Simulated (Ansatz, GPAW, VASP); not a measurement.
One calculation of RuSe, 3 ways

```xyz
2
Lattice="0.0000 2.9063 2.9063 2.9063 0.0000 2.9063 2.9063 2.9063 0.0000" Properties=species:S:1:pos:R:3 pbc="T T T"
Ru    0.0000    0.0000    0.0000
Se    1.4532    1.4532    1.4532
```

The cell comes from a database or a generator and needn't be the stable form of this composition.

Alike in all runs: task single point; functional PBE; k mesh 6 × 6 × 6; occupations gaussian, width 0.05 eV; collinear spin, random start; no spin-orbit coupling. A missing gap at this level doesn't show that the real crystal is a metal. Pressure is positive in compression and, in plane waves, holds the error of the finite cutoff, which Ansatz's Pulay term estimates and takes out.

| program and potentials | plane-wave cutoff (eV) | notes | band gap (eV) | pressure (GPa) | net moment per atom (μB) |
| --- | --- | --- | --- | --- | --- |
| Ansatz, Ansatz PAW | 420 | 16 valence electrons an atom on average; Pulay term of +0.02 GPa included | no gap | -12.72 | 0.00 |
| GPAW, GPAW PAW data sets (gpaw-data 1.2.1) | 600 | 11 valence electrons an atom on average | no gap | -12.64 | 0.00 |
| VASP, PBE PAW files Ru_pv, Se, 520 eV | 520 | 10 valence electrons an atom on average | no gap | -12.68 | 0.00 |

None finds a gap. The pressure spans -12.72 (Ansatz, Ansatz PAW) to -12.64 GPa (GPAW, GPAW PAW data sets (gpaw-data 1.2.1)). All agree on the net moment per atom. The cell lies far from this level's equilibrium. The state is the one that the start led to, which needn't be the lowest.

The functional is the same throughout but for its coding, so the spread measures potentials, basis and numerics; runs on potential files found faulty are left out.
